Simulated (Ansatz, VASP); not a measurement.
# Ga2O3 (Ga2O3 (C2/m)): VASP beside Ansatz, part 3 of 3

Aim: how closely do two programs agree when they are given the same cell, functional and k mesh? Of the first pair: The structure shown is the start of the Ansatz relaxation below; VASP solves that cell, so the two are compared at the walk's first step.

VASP 6.6.1 and Ansatz 0.2.0.

So far. Step 3 (VASP: single point, HSE06, start cell, pair 1): The run ends at a pressure of 0.82 GPa, with forces up to 0.083 eV/Å.

**6. VASP: single point, HSE06, relaxed cell, pair 2**

Level of this step: HSE06; plane waves and PAW (Ga_d, O) (VASP).

The same cell, functional and mesh now go to VASP, with its own data sets.

The run reads the wave functions of an earlier VASP run, which isn't shown here.

Input file INCAR:

```
SYSTEM = Ga2O3
PREC = Accurate
ENCUT = 520
EDIFF = 1E-06
NELM = 100
ISMEAR = 0
SIGMA = 0.01
LREAL = Auto
ALGO = Normal
LHFCALC = .TRUE.
AEXX = 0.25
GGA = PE
HFSCREEN = 0.208
LASPH = .TRUE.
NBANDS = 306
PRECFOCK = Fast
LORBIT = 11
LWAVE = .FALSE.
LCHARG = .FALSE.
ISIF = 2
```

Input file POSCAR:

```
Ga2O3
1.0
   12.2531908300      0.0000000000     -0.0052300900
    0.0000000000      9.1168828800      0.0000000000
   -1.3834622900      0.0000000000      5.6409524200
Ga O
24 36
Direct
    0.3414900000      0.0000000000      0.6852400000
    0.8414900000      0.1666700000      0.6852400000
    0.1585100000      0.1666700000      0.3147600000
    0.6585100000      0.0000000000      0.3147600000
    0.4094700000      0.1666700000      0.2051500000
    0.9094700000      0.0000000000      0.2051500000
    0.0905300000      0.0000000000      0.7948500000
    0.5905300000      0.1666700000      0.7948500000
    0.3414900000      0.3333300000      0.6852400000
    0.8414900000      0.5000000000      0.6852400000
    0.1585100000      0.5000000000      0.3147600000
    0.6585100000      0.3333300000      0.3147600000
    0.4094700000      0.5000000000      0.2051500000
    0.9094700000      0.3333300000      0.2051500000
    0.0905300000      0.3333300000      0.7948500000
    0.5905300000      0.5000000000      0.7948500000
    0.3414900000      0.6666700000      0.6852400000
    0.8414900000      0.8333300000      0.6852400000
    0.1585100000      0.8333300000      0.3147600000
    0.6585100000      0.6666700000      0.3147600000
    0.4094700000      0.8333300000      0.2051500000
    0.9094700000      0.6666700000      0.2051500000
    0.0905300000      0.6666700000      0.7948500000
    0.5905300000      0.8333300000      0.7948500000
    0.0039200000      0.1666700000      0.7435600000
    0.5039200000      0.0000000000      0.7435600000
    0.4960800000      0.0000000000      0.2564400000
    0.9960800000      0.1666700000      0.2564400000
    0.3264500000      0.1666700000      0.4359400000
    0.8264500000      0.0000000000      0.4359400000
    0.1735500000      0.0000000000      0.5640600000
    0.6735500000      0.1666700000      0.5640600000
    0.1634900000      0.0000000000      0.1093600000
    0.6634900000      0.1666700000      0.1093600000
    0.3365100000      0.1666700000      0.8906400000
    0.8365100000      0.0000000000      0.8906400000
    0.0039200000      0.5000000000      0.7435600000
    0.5039200000      0.3333300000      0.7435600000
    0.4960800000      0.3333300000      0.2564400000
    0.9960800000      0.5000000000      0.2564400000
    0.3264500000      0.5000000000      0.4359400000
    0.8264500000      0.3333300000      0.4359400000
    0.1735500000      0.3333300000      0.5640600000
    0.6735500000      0.5000000000      0.5640600000
    0.1634900000      0.3333300000      0.1093600000
    0.6634900000      0.5000000000      0.1093600000
    0.3365100000      0.5000000000      0.8906400000
    0.8365100000      0.3333300000      0.8906400000
    0.0039200000      0.8333300000      0.7435600000
    0.5039200000      0.6666700000      0.7435600000
    0.4960800000      0.6666700000      0.2564400000
    0.9960800000      0.8333300000      0.2564400000
    0.3264500000      0.8333300000      0.4359400000
    0.8264500000      0.6666700000      0.4359400000
    0.1735500000      0.6666700000      0.5640600000
    0.6735500000      0.8333300000      0.5640600000
    0.1634900000      0.6666700000      0.1093600000
    0.6634900000      0.8333300000      0.1093600000
    0.3365100000      0.8333300000      0.8906400000
    0.8365100000      0.6666700000      0.8906400000
```

Input file KPOINTS:

```
Automatic mesh
0
Gamma
1 1 2
0 0 0
```

The projector-augmented-wave data sets are Ga_d and O (PBE family, release 64).

On the command line:

```sh
> export OMP_NUM_THREADS=3
> mpirun -np 1 vasp_std
```

Numbers of over 12 decimals in the logs are rounded to 6 here.

The log of the run:

```text
[... set-up lines as in an earlier step ...]
 entering main loop
       N       E                     dE             d eps       ncg     rms          rms(c)
DAV:   1    -0.450089774890E+03   -0.45009E+03   -0.16148E+01  1712   0.280E+01    0.277E+00
DAV:   2    -0.450329836795E+03   -0.24006E+00   -0.34498E+00  1560   0.715E+00    0.189E+00
DAV:   3    -0.450314634749E+03    0.15202E-01   -0.52185E-01  1680   0.221E+00    0.127E+00
DAV:   4    -0.450299217669E+03    0.15417E-01   -0.50445E-02  1536   0.719E-01    0.780E-01
[...]
DAV:  12    -0.450290587344E+03    0.26656E-05   -0.48475E-06  1120   0.180E-02    0.102E-02
DAV:  13    -0.450290586269E+03    0.10747E-05   -0.28773E-06   880   0.103E-02    0.605E-03
DAV:  14    -0.450290585838E+03    0.43130E-06   -0.15057E-06   720   0.827E-03
   1 F= -.45029059E+03 E0= -.45029059E+03  d E =-.272834E-34
```

OUTCAR, selected parts (step 6):

```text
  Total        2.2705778      6.3998047      3.1630083      0.0000000      0.0000000     -0.4137272
  in kB        5.7735699     16.2732674      8.0428203      0.0000000      0.0000000     -1.0520155
  external PRESSURE =      10.0298859 kB  Pullay stress =       0.0000000 kB

 POSITION                                       TOTAL-FORCE (eV/Angst)
 -----------------------------------------------------------------------------------
      3.23634      0.00000      3.86362        -0.007049      0.000000      0.034885
      9.36293      1.51951      3.86101        -0.007367     -0.003890      0.034652
      1.50679      1.51951      1.77472         0.007367     -0.003890     -0.034652
      7.63339      0.00000      1.77210         0.007049      0.000000     -0.034885
      4.73350      1.51951      1.15510         0.011637     -0.005426     -0.017953
     10.86009      0.00000      1.15248         0.013970      0.000000     -0.013877
      0.00964      0.00000      4.48324        -0.013970      0.000000      0.013877
      6.13623      1.51951      4.48062        -0.011637     -0.005426      0.017953
      3.23634      3.03893      3.86362        -0.007367      0.003890      0.034652
      9.36293      4.55844      3.86101        -0.007049      0.000000      0.034885
      1.50679      4.55844      1.77472         0.007049      0.000000     -0.034885
      7.63339      3.03893      1.77210         0.007367      0.003890     -0.034652
      4.73350      4.55844      1.15510         0.013970      0.000000     -0.013877
     10.86009      3.03893      1.15248         0.011637      0.005426     -0.017953
[...]
-----------------------------------------------------------------------------------
    total drift:                                0.000116      0.000128     -0.000023

  FREE ENERGIE OF THE ION-ELECTRON SYSTEM (eV)
  ---------------------------------------------------
  free  energy   TOTEN  =      -450.2905858379 eV

  energy  without entropy=     -450.2905858379  energy(sigma->0) =     -450.29058584

[... 2 parts as in an earlier step ...]
```

The run ends at a pressure of 1.00 GPa, with forces up to 0.050 eV/Å.

**7. Differences**

Compared:

| quantity | Ansatz | VASP | difference |
| --- | --- | --- | --- |
| gap on the k mesh (eV) | 4.217 | 4.209 | +0.008 |

A gap on the mesh is an upper bound, since the band edges may lie between its points.

**8. Results**

* r.m.s. force difference (single point, HSE06, start cell, pair 1): 14 meV/Å
* difference in gap on the k mesh (single point, HSE06, relaxed cell, pair 2): 0.0077 eV

**Reading.** The r.m.s. force difference is 14 meV/Å (single point, HSE06, start cell, pair 1), beyond the 12 meV/Å picked in this series as the mark of a large difference. What causes the difference of the single point, HSE06, start cell, pair 1 pair stays open here. Such differences can come from data sets, numerical settings and the points named under the comparisons, not from the functional's error against experiment.

[Lines on the potential files, build, host, timing and source positions are cut from VASP's logs without a mark.]

[Logs are printed without paths, hosts, clocks, repeated set-up lines and the standing remarks that a program may print on its own settings, such as how far it seeks lower states.]

[Hosts, paths, dates, database ids (printed as entryN), source tags and the programs' standing remarks are cut or masked in the printed files.]
